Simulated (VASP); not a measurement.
Input for VASP

**KPOINTS**
```
Automatic mesh
0
Gamma
11 11 9
0 0 0
```

POSCAR:
```
ZrB2
1.0
  1.5929879502  -2.7591365334   0.0000000000
  1.5929879502   2.7591365334   0.0000000000
  0.0000000000   0.0000000000   3.5467469092
Zr B
1 2
direct
  0.0000000000   0.0000000000   0.0000000000
  0.3333330000   0.6666670000   0.5000000000
  0.6666670000   0.3333330000   0.5000000000
```

INCAR:
```
SYSTEM = ZrB2
PREC = Accurate
ENCUT = 520
EDIFF = 1E-7
NELM = 100
ALGO = Normal
LREAL = .FALSE.
LASPH = .TRUE.
ISMEAR = 1
SIGMA = 0.1
GGA = PS
LMAXMIX = 4
LWAVE = .FALSE.
LCHARG = .FALSE.
ISIF = 4
IBRION = 2
NSW = 30
EDIFFG = -0.01
```

POTCAR, in this order: Zr_sv B (PBE.64 set). Program: vasp_std.

Question: Translate this PBEsol calculation to Quantum ESPRESSO's pw.x.

Answer: One equivalent input (not run):
```
&CONTROL
  calculation = 'vc-relax'
  pseudo_dir = './pseudo'
  outdir = './out'
  tprnfor = .true.
  tstress = .true.
  nstep = 30
  forc_conv_thr = 0.00039
/
&SYSTEM
  ibrav = 0
  nat = 3
  ntyp = 2
  ecutwfc = 76
  occupations = 'smearing'
  smearing = 'methfessel-paxton'
  degauss = 0.00735
  input_dft = 'pbesol'
/
&ELECTRONS
  conv_thr = 7.3e-09
  electron_maxstep = 100
/
&IONS
/
&CELL
  cell_dofree = 'shape'
/
ATOMIC_SPECIES
  Zr 91.224 Zr.upf
  B 10.810 B.upf
CELL_PARAMETERS angstrom
     1.5929880   -2.7591365    0.0000000
     1.5929880    2.7591365    0.0000000
     0.0000000    0.0000000    3.5467469
ATOMIC_POSITIONS crystal
  Zr   0.0000000  0.0000000  0.0000000
  B    0.3333330  0.6666670  0.5000000
  B    0.6666670  0.3333330  0.5000000
K_POINTS automatic
  11 11 9 0 0 0
```
What does not carry over: the potentials are each code's own (VASP's PAW set, PseudoDojo norm-conserving files in pw.x), so ENCUT and ecutwfc are chosen apart and not converted; conv_thr bounds pw.x's estimated SCF error, while EDIFF bounds the energy change between steps; forc_conv_thr acts on force components and is met together with etot_conv_thr.

The compound is ZrB2 in the AlB2 type structure. This cell is one point of a volume scan, at 1.03 of the reference volume.
